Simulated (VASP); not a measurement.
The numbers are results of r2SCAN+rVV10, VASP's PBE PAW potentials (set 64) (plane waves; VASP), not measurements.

VASP ran on this input.

### KPOINTS
```
Automatic mesh
0
Gamma
8 8 8
0 0 0
```

POSCAR:
```
CdSe
4.3670740
  0.0000000000   0.7071067772   0.7071067772
  0.7071067772   0.0000000000   0.7071067772
  0.7071067772   0.7071067772   0.0000000000
Cd Se
1 1
direct
  0.0000000000   0.0000000000   0.0000000000
  0.2500000000   0.2500000000   0.2500000000
```

**INCAR**
```
SYSTEM=CdSe
ENCUT=520
ISIF=2   # forces and stress, cell fixed
LREAL=.FALSE.
ALGO=Normal   # blocked Davidson
PREC=Accurate
ISMEAR=0   # Gaussian
SIGMA=0.05   # width (eV)
NELM=100   # most electronic steps
LMAXMIX=4
METAGGA=R2SCAN
LWAVE=.FALSE.
LASPH=.TRUE.
CPARAM=0.0093
BPARAM=11.95
LMIXTAU=.TRUE.
LUSE_VDW=.TRUE.
EDIFF=1E-7   # SCF stop (eV)
LCHARG=.FALSE.
```

POTCAR, in this order: Cd Se (PBE.64 set). Program: vasp_std.

Output of the run:

OUTCAR:
```
 ion  position               nearest neighbor table
   1  0.000  0.000  0.000-   2 2.67   2 2.67   2 2.67   2 2.67
   2  0.250  0.250  0.250-   1 2.67   1 2.67   1 2.67   1 2.67
  LATTYP: Found a face centered cubic cell.
 ALAT       =     6.1759752436
 Subroutine PRICEL returns:
 Original cell was already a primitive cell.
 Subroutine GETGRP returns: Found 24 space group operations
The static configuration has the point symmetry T_d .
The dynamic configuration has the point symmetry T_d .
 Subroutine INISYM returns: Found 24 space group operations
 Subroutine IBZKPT returns following result:
 Found     29 irreducible k-points:

 Following reciprocal coordinates:
            Coordinates               Weight
  0.000000  0.000000  0.000000      1.000000
  0.125000  0.000000  0.000000      8.000000
  0.250000  0.000000  0.000000      8.000000
  0.375000  0.000000  0.000000      8.000000
  0.500000  0.000000  0.000000      4.000000
  0.125000  0.125000  0.000000      6.000000
  0.250000  0.125000  0.000000     24.000000
  0.375000  0.125000  0.000000     24.000000
  0.500000  0.125000  0.000000     24.000000
...
```

OSZICAR:
```
       N       E                     dE             d eps       ncg     rms          rms(c)
DAV:   1     0.771028328171E+02    0.77103E+02   -0.90504E+03   762   0.126E+03
DAV:   2    -0.353905238424E+02   -0.11249E+03   -0.10792E+03   879   0.294E+02
DAV:   3    -0.401896491440E+02   -0.47991E+01   -0.47874E+01   869   0.637E+01
DAV:   4    -0.402123868248E+02   -0.22738E-01   -0.22735E-01   879   0.451E+00
DAV:   5    -0.402125312072E+02   -0.14438E-03   -0.14438E-03   859   0.317E-01    0.562E+00
DAV:   6    -0.352703334284E+02    0.49422E+01   -0.38727E+00   774   0.305E+01    0.771E+00
DAV:   7    -0.352751832165E+02   -0.48498E-02   -0.35768E-01   754   0.767E+00    0.428E+00
DAV:   8    -0.352148497877E+02    0.60333E-01   -0.35418E-01   759   0.546E+00    0.727E-01
DAV:   9    -0.353096085357E+02   -0.94759E-01   -0.10881E-01   759   0.321E+00    0.518E-01
DAV:  10    -0.352958925495E+02    0.13716E-01   -0.13203E-02   754   0.119E+00    0.340E-01
DAV:  11    -0.353124040299E+02   -0.16511E-01   -0.17610E-02   764   0.138E+00    0.903E-02
DAV:  12    -0.353136871358E+02   -0.12831E-02   -0.85501E-04   834   0.298E-01    0.104E-01
DAV:  13    -0.353137295877E+02   -0.42452E-04   -0.31452E-04   784   0.194E-01    0.180E-02
DAV:  14    -0.353140959154E+02   -0.36633E-03   -0.19908E-04   764   0.153E-01    0.435E-03
DAV:  15    -0.353141034103E+02   -0.74949E-05   -0.21861E-05   854   0.460E-02    0.309E-03
DAV:  16    -0.353141053834E+02   -0.19731E-05   -0.13148E-05   764   0.375E-02    0.330E-03
DAV:  17    -0.353141073586E+02   -0.19751E-05   -0.95493E-07   794   0.105E-02    0.736E-04
DAV:  18    -0.353141097465E+02   -0.23879E-05   -0.12235E-06   774   0.118E-02    0.424E-04
DAV:  19    -0.353141096794E+02    0.67111E-07   -0.37504E-08   557   0.194E-03
   1 F= -.35314110E+02 E0= -.35314110E+02  d E =-.124015E-12
```

OUTCAR:
```
------------------------ aborting loop because EDIFF is reached ----------------------------------------
  FORCE on cell =-STRESS in cart. coord.  units (eV):
  Direction    XX          YY          ZZ          XY          YZ          ZX
  --------------------------------------------------------------------------------------
  Total       -0.5472842     -0.5472842     -0.5472842      0.0000000      0.0000000      0.0000000
  in kB      -14.8890444    -14.8890444    -14.8890444      0.0000000      0.0000000      0.0000000
  external PRESSURE =     -14.8890444 kB  Pullay stress =       0.0000000 kB
  volume of cell :       58.89
      direct lattice vectors                 reciprocal lattice vectors
     0.000000000  3.087987622  3.087987622    -0.161917747  0.161917747  0.161917747
     3.087987622  0.000000000  3.087987622     0.161917747 -0.161917747  0.161917747
     3.087987622  3.087987622  0.000000000     0.161917747  0.161917747 -0.161917747
  FREE ENERGIE OF THE ION-ELECTRON SYSTEM (eV)
  ---------------------------------------------------
  free  energy   TOTEN  =       -35.3141096794 eV

  energy  without entropy=      -35.3141096794  energy(sigma->0) =      -35.31410968
```
(Selected blocks of OUTCAR.)

The compound is CdSe in the zinc blende structure, whereas wurtzite is the usual form. This cell is one point of a volume scan, at 1.03 of the reference volume.
